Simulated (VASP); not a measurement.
# LaBiS2O: structure and properties in VASP, part 4 of 7

Wanted: the relaxed cell of LaBiS2O and its properties. The start is a computed cell from the Materials Project.

VASP 6.6.1, plane waves and PAW; the level of theory is named at each step.

So far. Step 3 (Second relaxation): It ends with a largest force of 0.009 eV/Å and a pressure of -0.03 GPa. The volume moved by under 0.01 %: the run met its threshold at the first step. Step 4 (Density, ELF and potential (r2SCAN)): In this run the pressure is -0.01 GPa, small enough to go on. The relaxed cell has a = 4.041, c = 14.126 Å (conventional setting).

## Step 5: Bands along the symmetry lines (r2SCAN)

Level of this step: r2SCAN; plane waves and PAW (La, Bi_d, S, O) (VASP).

Levels along the symmetry lines show where the bands peak and cross; KPOINTS_OPT computes them in the converged potential.

INCAR

```
SYSTEM = LaBiS2O
PREC = Accurate
ENCUT = 520
EDIFF = 1E-06
NELM = 100
ISMEAR = 0
SIGMA = 0.05
LREAL = .FALSE.
ALGO = Normal
METAGGA = R2SCAN
LASPH = .TRUE.
NBANDS = 68
LORBIT = 11
LWAVE = .FALSE.
LCHARG = .FALSE.
KPAR = 8
```

POSCAR

```
LaBiS2O
1.0
    4.0408216444      0.0000000000      0.0000000000
    0.0000000000      4.0408216444      0.0000000000
    0.0000000000      0.0000000000     14.1264444717
La Bi S O
2 2 4 2
Direct
    0.5000000000      0.0000000000      0.5884187759
    0.0000000000      0.5000000000      0.4115812241
    0.0000000000      0.5000000000      0.8679425451
    0.5000000000      0.0000000000      0.1320574549
    0.5000000000      0.0000000000      0.8900394487
    0.0000000000      0.5000000000      0.1099605513
    0.0000000000      0.5000000000      0.6914764398
    0.5000000000      0.0000000000      0.3085235602
    0.0000000000      0.0000000000      0.5000000000
    0.5000000000      0.5000000000      0.5000000000
```

KPOINTS

```
Automatic mesh
0
Gamma
6 6 2
0 0 0
```

KPOINTS_OPT

```
Line mode
12
Line-mode
Reciprocal
  0.00000000   0.00000000   0.00000000 GAMMA
  0.00000000   0.50000000   0.00000000 X

  0.00000000   0.50000000   0.00000000 X
  0.50000000   0.50000000   0.00000000 M

  0.50000000   0.50000000   0.00000000 M
  0.00000000   0.00000000   0.00000000 GAMMA

  0.00000000   0.00000000   0.00000000 GAMMA
  0.00000000   0.00000000   0.50000000 Z

  0.00000000   0.00000000   0.50000000 Z
  0.00000000   0.50000000   0.50000000 R

  0.00000000   0.50000000   0.50000000 R
  0.50000000   0.50000000   0.50000000 A

  0.50000000   0.50000000   0.50000000 A
  0.00000000   0.00000000   0.50000000 Z

  0.00000000   0.50000000   0.00000000 X
  0.00000000   0.50000000   0.50000000 R

  0.50000000   0.50000000   0.00000000 M
  0.50000000   0.50000000   0.50000000 A
```

The projector-augmented-wave data sets are La, Bi_d, S and O (PBE family, release 64).

Command:

```console
> mpirun -np 8 vasp_std
```

Output:

```text
[... set-up lines as in an earlier step ...]
 entering main loop
       N       E                     dE             d eps       ncg     rms          rms(c)
DAV:   1     0.932972534785E+03    0.93297E+03   -0.36034E+04  2904   0.175E+03
DAV:   2     0.196937219322E+02   -0.91328E+03   -0.79887E+03  2832   0.428E+02
DAV:   3    -0.237081669482E+03   -0.25678E+03   -0.23600E+03  3244   0.218E+02
DAV:   4    -0.269401264075E+03   -0.32320E+02   -0.31324E+02  3988   0.776E+01
DAV:   5    -0.271338981901E+03   -0.19377E+01   -0.19240E+01  4936   0.214E+01    0.157E+01
DAV:   6    -0.239585937743E+03    0.31753E+02   -0.23021E+01  4264   0.278E+01    0.851E+00
DAV:   7    -0.240108718426E+03   -0.52278E+00   -0.87543E+00  4520   0.104E+01    0.688E+00
DAV:   8    -0.240393502397E+03   -0.28478E+00   -0.38111E+00  4784   0.895E+00    0.351E+00
DAV:   9    -0.240073905462E+03    0.31960E+00   -0.19538E+00  4512   0.595E+00    0.648E-01
DAV:  10    -0.240107731315E+03   -0.33826E-01   -0.42710E-01  4372   0.233E+00    0.114E+00
DAV:  11    -0.240106214667E+03    0.15166E-02   -0.23022E-02  4920   0.652E-01    0.918E-01
DAV:  12    -0.240098986069E+03    0.72286E-02   -0.84291E-02  4496   0.104E+00    0.393E-01
DAV:  13    -0.240102795147E+03   -0.38091E-02   -0.22005E-02  4272   0.569E-01    0.444E-01
DAV:  14    -0.240100563755E+03    0.22314E-02   -0.32534E-03  4656   0.259E-01    0.263E-01
DAV:  15    -0.240099645429E+03    0.91833E-03   -0.60765E-03  4096   0.245E-01    0.718E-02
DAV:  16    -0.240099676036E+03   -0.30607E-04   -0.50090E-04  3992   0.106E-01    0.589E-02
DAV:  17    -0.240099681772E+03   -0.57357E-05   -0.32466E-05  4528   0.223E-02    0.701E-02
DAV:  18    -0.240099682203E+03   -0.43188E-06   -0.30851E-06  3440   0.964E-03
   1 F= -.24009968E+03 E0= -.24009968E+03  d E =-.369631E-11
 Start KPOINTS_OPT (optional k-point list driver)
k-point batch [1-20\108]
       N       E                     dE             ncg
DAV:   1     0.118701476788E+05   -0.19851E+05     2960
DAV:   2    -0.644968234575E+04   -0.18320E+05     2832
DAV:   3    -0.113572790320E+05   -0.49076E+04     3212
DAV:   4    -0.119690241696E+05   -0.61175E+03     4228
DAV:   5    -0.120052019293E+05   -0.36178E+02     4920
DAV:   6    -0.120076006846E+05   -0.23988E+01     5152
DAV:   7    -0.120077356808E+05   -0.13500E+00     4972
DAV:   8    -0.120077467286E+05   -0.11048E-01     5152
DAV:   9    -0.120077473278E+05   -0.59925E-03     4816
DAV:  10    -0.120077473785E+05   -0.50738E-04     4920
DAV:  11    -0.120077473812E+05   -0.26926E-05     3184
DAV:  12    -0.120077473815E+05   -0.27685E-06     2672
[...]
k-point batch [101-108\108]
       N       E                     dE             ncg
DAV:   1     0.338157415183E+05   -0.19944E+05     1180
DAV:   2     0.266342156094E+05   -0.71815E+04     1120
DAV:   3     0.247838873360E+05   -0.18503E+04     1344
DAV:   4     0.245845584676E+05   -0.19933E+03     1660
DAV:   5     0.245732869710E+05   -0.11271E+02     2056
DAV:   6     0.245728173136E+05   -0.46966E+00     2040
DAV:   7     0.245727879750E+05   -0.29339E-01     2024
DAV:   8     0.245727859102E+05   -0.20648E-02     1992
DAV:   9     0.245727857946E+05   -0.11562E-03     2000
DAV:  10     0.245727857873E+05   -0.72560E-05     1584
DAV:  11     0.245727857870E+05   -0.32094E-06     1272
```

The job ended after 20 min (8 MPI ranks of AMD EPYC 7R43, shared host; peak memory 5.5 GiB).

Parts of OUTCAR (step 5):

```text
   k-points           NKPTS =     20   k-points in BZ     NKDIM =     20   number of bands    NBANDS=     68

   NELECT =      88.0000    total number of electrons

 E-fermi :   5.2883

 k-point     1 :       0.0000    0.0000    0.0000
  band No.  band energies     occupation
    ...
     40       4.2344      2.00000
     41       4.4798      2.00000
     42       4.4798      2.00000
     43       4.8707      2.00000
     44       4.8707      2.00000
     45       8.9233      0.00000
     46       9.1401      0.00000
     47       9.1672      0.00000
     48       9.4705      0.00000
     49      10.0033      0.00000
    ...

  Total        0.0454416      0.0454416     -0.0026916      0.0000000      0.0000000      0.0000000
  in kB        0.3156399      0.3156399     -0.0186957      0.0000000      0.0000000      0.0000000
  external PRESSURE =       0.2041947 kB  Pullay stress =       0.0000000 kB

 POSITION                                       TOTAL-FORCE (eV/Angst)
 -----------------------------------------------------------------------------------
      2.02041      0.00000      8.31227         0.000000     -0.000000      0.003044
      0.00000      2.02041      5.81418         0.000000     -0.000000     -0.003044
      0.00000      2.02041     12.26094        -0.000000     -0.000000      0.005241
      2.02041      0.00000      1.86550         0.000000      0.000000     -0.005241
      2.02041      0.00000     12.57309         0.000000     -0.000000      0.008551
      0.00000      2.02041      1.55335         0.000000     -0.000000     -0.008551
      0.00000      2.02041      9.76810         0.000000     -0.000000     -0.005305
      2.02041      0.00000      4.35834         0.000000     -0.000000      0.005305
      0.00000      0.00000      7.06322         0.000000     -0.000000      0.000000
      2.02041      2.02041      7.06322         0.000000      0.000000      0.000000
 -----------------------------------------------------------------------------------
    total drift:                                0.000000     -0.000000      0.000000

  FREE ENERGIE OF THE ION-ELECTRON SYSTEM (eV)
  ---------------------------------------------------
  free  energy   TOTEN  =      -240.0996822034 eV

  energy  without entropy=     -240.0996822034  energy(sigma->0) =     -240.09968220

[... 8 parts as in an earlier step ...]

[... 8 further parts left out ...]
```

Spin-orbit coupling is off here; with elements this heavy it splits and shifts levels by tenths of an eV or more.

This step gave:

```
SCF cycles                        : 18
bands                             : 68
Fermi energy                      : 5.288 eV
pressure                          : 0.02042 GPa
least gap on mesh and path        : 1.124 eV
least direct gap on mesh and path : 1.124 eV
valence top at k                  : 0, 0.5, 0
least direct gap at k             : 0, 0.5, 0
```

The electronic bands at the labelled points (eV, zero at the valence-band top; v1 is the highest filled band, c1 the lowest empty one):

| point | v4 | v3 | v2 | v1 | c1 | c2 | c3 | c4 |
| --- | --- | --- | --- | --- | --- | --- | --- | --- |
| Γ | -0.58 | -0.58 | -0.19 | -0.19 | 3.86 | 4.08 | 4.10 | 4.41 |
| 0.55 of the way | -0.79 | -0.71 | -0.44 | -0.43 | 2.54 | 2.92 | 3.00 | 3.19 |
| X | -0.84 | -0.84 | 0.00 | 0.00 | 1.12 | 1.12 | 1.64 | 1.64 |
| 0.45 of the way | -1.15 | -1.15 | -0.82 | -0.82 | 3.26 | 3.26 | 3.69 | 3.69 |
| M | -1.23 | -1.23 | -0.97 | -0.97 | 4.12 | 4.12 | 4.77 | 4.77 |
| 0.55 of the way | -0.86 | -0.60 | -0.44 | -0.39 | 1.76 | 1.79 | 3.80 | 4.05 |
| Γ | -0.58 | -0.58 | -0.19 | -0.19 | 3.86 | 4.08 | 4.10 | 4.41 |
| 0.55 of the way | -0.57 | -0.57 | -0.20 | -0.20 | 3.87 | 3.99 | 4.05 | 4.38 |
| Z | -0.57 | -0.50 | -0.20 | -0.20 | 3.87 | 3.96 | 3.97 | 4.37 |
| 0.55 of the way | -0.79 | -0.75 | -0.65 | -0.44 | 2.62 | 2.89 | 2.97 | 3.22 |
| R | -0.85 | -0.85 | -0.01 | -0.01 | 1.13 | 1.13 | 1.65 | 1.65 |
| 0.55 of the way | -1.21 | -1.21 | -0.84 | -0.84 | 3.50 | 3.50 | 4.07 | 4.07 |
| A | -1.24 | -1.24 | -1.06 | -1.06 | 4.07 | 4.07 | 4.85 | 4.85 |
| 0.55 of the way | -0.87 | -0.61 | -0.54 | -0.42 | 1.74 | 1.83 | 3.87 | 3.92 |
| Z | -0.57 | -0.50 | -0.20 | -0.20 | 3.87 | 3.96 | 3.97 | 4.37 |
| jump to X | -0.84 | -0.84 | 0.00 | 0.00 | 1.12 | 1.12 | 1.64 | 1.64 |
| 0.55 of the way | -0.85 | -0.85 | -0.01 | -0.01 | 1.13 | 1.13 | 1.65 | 1.65 |
| R | -0.85 | -0.85 | -0.01 | -0.01 | 1.13 | 1.13 | 1.65 | 1.65 |
| jump to M | -1.23 | -1.23 | -0.97 | -0.97 | 4.12 | 4.12 | 4.77 | 4.77 |
| 0.55 of the way | -1.23 | -1.23 | -1.02 | -1.02 | 4.09 | 4.09 | 4.80 | 4.80 |
| A | -1.24 | -1.24 | -1.06 | -1.06 | 4.07 | 4.07 | 4.85 | 4.85 |

Of the projections kept (La, Bi, S, O), the largest for each band there; the rest of the weight can lie on other orbitals:

| point | v4 | v3 | v2 | v1 | c1 | c2 | c3 | c4 |
| --- | --- | --- | --- | --- | --- | --- | --- | --- |
| Γ | S 0.89 | S 0.89 | S 0.61 | S 0.61 | La 0.97 | Bi 0.49 | La 0.43 | La 0.95 |
| X | S 0.60 | S 0.60 | S 0.67 | S 0.67 | Bi 0.69 | Bi 0.69 | Bi 0.87 | Bi 0.87 |
| M | O 0.82 | O 0.82 | S 0.75 | S 0.75 | Bi 0.49 | Bi 0.49 | La 0.75 | La 0.75 |
| Γ | S 0.89 | S 0.89 | S 0.61 | S 0.61 | La 0.97 | Bi 0.49 | La 0.43 | La 0.95 |
| Z | S 0.90 | S 0.64 | S 0.60 | S 0.60 | La 0.97 | La 0.36 | Bi 0.56 | La 0.93 |
| R | S 0.56 | S 0.56 | S 0.67 | S 0.67 | Bi 0.69 | Bi 0.69 | Bi 0.87 | Bi 0.87 |

The path finds the gap of the mesh within 0.02 eV, so the mesh comes close to both band edges.

## Step 6: Density of states (r2SCAN)

A density of states needs more k-points than a total energy; ISMEAR = -5 takes tetrahedra, and LORBIT projects the states on the PAW spheres. The mesh is finer than in the run before.

Edit INCAR of step 5 so:

```diff
@@ -5,3 +5,3 @@
 NELM = 100
-ISMEAR = 0
+ISMEAR = -5
 SIGMA = 0.05
@@ -16 +16,2 @@
 KPAR = 8
+NEDOS = 2001
```

POSCAR is that of step 5.

KPOINTS

```
Automatic mesh
0
Gamma
8 8 3
0 0 0
```

Command:

```console
> mpirun -np 8 vasp_std
```

Output:

```text
[... set-up lines as in an earlier step ...]
 entering main loop
       N       E                     dE             d eps       ncg     rms          rms(c)
DAV:   1     0.926397792608E+03    0.92640E+03   -0.36235E+04  4440   0.175E+03
DAV:   2     0.166770828869E+02   -0.90972E+03   -0.80088E+03  4224   0.428E+02
DAV:   3    -0.238554828615E+03   -0.25523E+03   -0.23508E+03  4980   0.217E+02
DAV:   4    -0.269487985847E+03   -0.30933E+02   -0.30062E+02  6004   0.767E+01
DAV:   5    -0.271349091536E+03   -0.18611E+01   -0.18464E+01  7464   0.206E+01    0.157E+01
DAV:   6    -0.239597891571E+03    0.31751E+02   -0.22983E+01  6376   0.278E+01    0.855E+00
DAV:   7    -0.240107353823E+03   -0.50946E+00   -0.85828E+00  6840   0.105E+01    0.682E+00
DAV:   8    -0.240398866864E+03   -0.29151E+00   -0.37326E+00  7136   0.905E+00    0.350E+00
DAV:   9    -0.240074238315E+03    0.32463E+00   -0.19297E+00  6768   0.602E+00    0.661E-01
DAV:  10    -0.240110539000E+03   -0.36301E-01   -0.44376E-01  6560   0.235E+00    0.118E+00
DAV:  11    -0.240108997993E+03    0.15410E-02   -0.22065E-02  7320   0.643E-01    0.978E-01
DAV:  12    -0.240101138447E+03    0.78595E-02   -0.89903E-02  6464   0.110E+00    0.452E-01
DAV:  13    -0.240106371125E+03   -0.52327E-02   -0.28628E-02  6504   0.641E-01    0.525E-01
DAV:  14    -0.240103120037E+03    0.32511E-02   -0.46217E-03  6960   0.309E-01    0.311E-01
DAV:  15    -0.240101889334E+03    0.12307E-02   -0.69542E-03  6248   0.264E-01    0.860E-02
DAV:  16    -0.240101900795E+03   -0.11461E-04   -0.52079E-04  6000   0.105E-01    0.713E-02
DAV:  17    -0.240101904520E+03   -0.37248E-05   -0.27765E-05  7144   0.216E-02    0.785E-02
DAV:  18    -0.240101892695E+03    0.11825E-04   -0.84964E-06  5832   0.117E-02    0.722E-02
DAV:  19    -0.240101874585E+03    0.18110E-04   -0.10771E-04  6200   0.404E-02    0.652E-02
DAV:  20    -0.240101876623E+03   -0.20388E-05   -0.30641E-05  6336   0.203E-02    0.746E-02
DAV:  21    -0.240101876318E+03    0.30495E-06   -0.84965E-07  2632   0.619E-03
   1 F= -.24010188E+03 E0= -.24010188E+03  d E =0.000000E+00
```

Wall time 11 min (8 MPI ranks); peak memory 5 GiB; 78 min of CPU time.

From OUTCAR (step 6):

```text
   k-points           NKPTS =     30   k-points in BZ     NKDIM =     30   number of bands    NBANDS=     68

   NELECT =      88.0000    total number of electrons

 E-fermi :   5.0712

 k-point     1 :       0.0000    0.0000    0.0000
  band No.  band energies     occupation
    ...
     40       4.2353      2.00000
     41       4.4776      2.00000
     42       4.4776      2.00000
     43       4.8706      2.00000
     44       4.8706      2.00000
     45       8.9231      0.00000
     46       9.1400      0.00000
     47       9.1671      0.00000
     48       9.4706      0.00000
     49      10.0036      0.00000
    ...

  Total       -0.0353448     -0.0353448     -0.0825610      0.0000000      0.0000000      0.0000000
  in kB       -0.2455069     -0.2455069     -0.5734734      0.0000000      0.0000000      0.0000000
  external PRESSURE =      -0.3548291 kB  Pullay stress =       0.0000000 kB

 POSITION                                       TOTAL-FORCE (eV/Angst)
 -----------------------------------------------------------------------------------
      2.02041      0.00000      8.31227        -0.000000     -0.000000      0.006260
      0.00000      2.02041      5.81418        -0.000000      0.000000     -0.006260
      0.00000      2.02041     12.26094        -0.000000     -0.000000      0.008772
      2.02041      0.00000      1.86550        -0.000000      0.000000     -0.008772
      2.02041      0.00000     12.57309         0.000000     -0.000000      0.005083
      0.00000      2.02041      1.55335         0.000000     -0.000000     -0.005083
      0.00000      2.02041      9.76810        -0.000000     -0.000000     -0.006894
      2.02041      0.00000      4.35834        -0.000000      0.000000      0.006894
      0.00000      0.00000      7.06322        -0.000000     -0.000000     -0.000000
      2.02041      2.02041      7.06322        -0.000000      0.000000     -0.000000
 -----------------------------------------------------------------------------------
    total drift:                                0.000000     -0.000000      0.000000

  FREE ENERGIE OF THE ION-ELECTRON SYSTEM (eV)
  ---------------------------------------------------
  free  energy   TOTEN  =      -240.1018763184 eV

  energy  without entropy=     -240.1018763184  energy(sigma->0) =     -240.10187632

[... 7 parts as in an earlier step ...]

[... 9 further parts left out ...]
```

This step gave:

| Property | Result |
| --- | --- |
| SCF cycles | 21 |
| irreducible k-points | 30 |
| free energy (TOTEN) | -240.1019 eV |
| Fermi energy | 5.071 eV |
| pressure | -0.03548 GPa |
| valence top at k | 0.5, 0, 0 |
| least direct gap at k | 0.5, 0, 0 |
| gap on the k-mesh | 1.123 eV |
| least direct gap on the k-mesh | 1.123 eV |

The density of states has structure finer than the step of the table below, so its rows give means over 0.5 eV, whole bins alone (the curve runs from -12.0 to 4.56 eV). Peaks (eV: height): total -2.36: 14.0, -1.60: 13.9, -1.18: 13.4, -0.92: 15.1; S p -1.93: 2.98, -1.60: 3.81, -0.92: 5.73, -0.42: 3.73; O p -2.69: 3.90, -2.36: 4.35, -1.51: 3.33, -1.26: 3.21; Bi p -3.12: 0.978, -1.93: 0.584, 2.03: 1.07, 3.80: 2.04; La f -1.26: 0.251, 4.05: 0.622.

States under -12.0 eV and over 4.6 eV are left out. Table of density of states by energy, zero at the valence-band top; means over each step; values in states/eV/cell:

| energy (eV) | total | S p | O p | Bi p | La f | Bi s | S s |
| --- | --- | --- | --- | --- | --- | --- | --- |
| -11.5 | 2.35 | 0.00628 | 0.00266 | 0.0438 | 8.6e-4 | 0.0435 | 1.41 |
| -11.0 | 0 | 0 | 0 | 0 | 0 | 0 | 0 |
| -10.5 | 0 | 0 | 0 | 0 | 0 | 0 | 0 |
| -10.0 | 1.32 | 0.0404 | 5.8e-4 | 0.0108 | 3.3e-4 | 0.529 | 0.353 |
| -9.5 | 4.50 | 0.125 | 0.00197 | 0.0299 | 0.00139 | 2.00 | 1.13 |
| -9.0 | 1.33 | 0.0419 | 8.8e-4 | 0.00921 | 2.1e-4 | 0.585 | 0.368 |
| -8.5 | 0.714 | 0.0211 | 5.6e-4 | 0.00371 | 9.6e-5 | 0.321 | 0.210 |
| -8.0 | 0.114 | 0.00321 | 8.9e-5 | 4.1e-4 | 0 | 0.0520 | 0.0353 |
| -7.5 | 0 | 0 | 0 | 0 | 0 | 0 | 0 |
| -7.0 | 0 | 0 | 0 | 0 | 0 | 0 | 0 |
| -6.5 | 0 | 0 | 0 | 0 | 0 | 0 | 0 |
| -6.0 | 0 | 0 | 0 | 0 | 0 | 0 | 0 |
| -5.5 | 0.00115 | 2.9e-4 | 0 | 2.1e-4 | 0 | 0 | 0 |
| -5.0 | 0.629 | 0.162 | 2.3e-4 | 0.115 | 0 | 0.00247 | 0.00231 |
| -4.5 | 1.54 | 0.414 | 0.00498 | 0.273 | 6.1e-5 | 0.00938 | 0.00903 |
| -4.0 | 3.42 | 0.930 | 0.0709 | 0.526 | 0.00254 | 0.0187 | 0.0314 |
| -3.5 | 5.18 | 1.39 | 0.338 | 0.666 | 0.0101 | 0.0266 | 0.0377 |
| -3.0 | 9.20 | 1.85 | 1.81 | 0.713 | 0.0517 | 0.0543 | 0.0515 |
| -2.5 | 10.8 | 1.43 | 3.63 | 0.398 | 0.125 | 0.0431 | 0.0452 |
| -2.0 | 8.65 | 1.87 | 2.16 | 0.375 | 0.121 | 0.0511 | 0.0509 |
| -1.5 | 10.8 | 2.72 | 2.65 | 0.262 | 0.198 | 0.0708 | 0.0343 |
| -1.0 | 13.3 | 4.64 | 2.16 | 0.222 | 0.210 | 0.146 | 0.0253 |
| -0.5 | 8.04 | 3.23 | 0.825 | 0.198 | 0.0894 | 0.292 | 0.0212 |
| 0.0 | 0.393 | 0.157 | 0.0361 | 0.0111 | 0.00307 | 0.0273 | 0.00113 |
| 0.5 | 0 | 0 | 0 | 0 | 0 | 0 | 0 |
| 1.0 | 0.0329 | 0.00293 | 2.3e-4 | 0.0114 | 1.1e-4 | 2.7e-4 | 0.00247 |
| 1.5 | 0.906 | 0.0874 | 0.00547 | 0.323 | 0.00481 | 0.00952 | 0.0581 |
| 2.0 | 2.46 | 0.271 | 0.0117 | 0.925 | 0.0172 | 0.0253 | 0.113 |
| 2.5 | 2.02 | 0.256 | 0.0121 | 0.737 | 0.0226 | 0.0248 | 0.0692 |
| 3.0 | 2.05 | 0.294 | 0.0188 | 0.674 | 0.0408 | 0.0309 | 0.0592 |
| 3.5 | 4.07 | 0.574 | 0.0611 | 1.09 | 0.169 | 0.0517 | 0.112 |
| 4.0 | 6.15 | 0.811 | 0.0948 | 1.46 | 0.497 | 0.0414 | 0.133 |

The gap on this mesh is 1.12 eV. In the top eV of the valence band the largest shares in the PAW spheres are S p 39 % and O p 11 %. The rest lies in smaller channels or between the spheres.

(Continued in part 5 of 7.)

[Lines on the potential files, build, host, timing and source positions are cut from VASP's logs without a mark.]

[Logs are printed without paths, hosts, clocks, repeated set-up lines and the standing remarks that a program may print on its own settings, such as how far it seeks lower states.]

[Hosts, paths, dates, database ids (printed as entryN), source tags and the programs' standing remarks are cut or masked in the printed files.]

[A measured line is paired with the nearest computed mode of its activity, which favours agreement.]
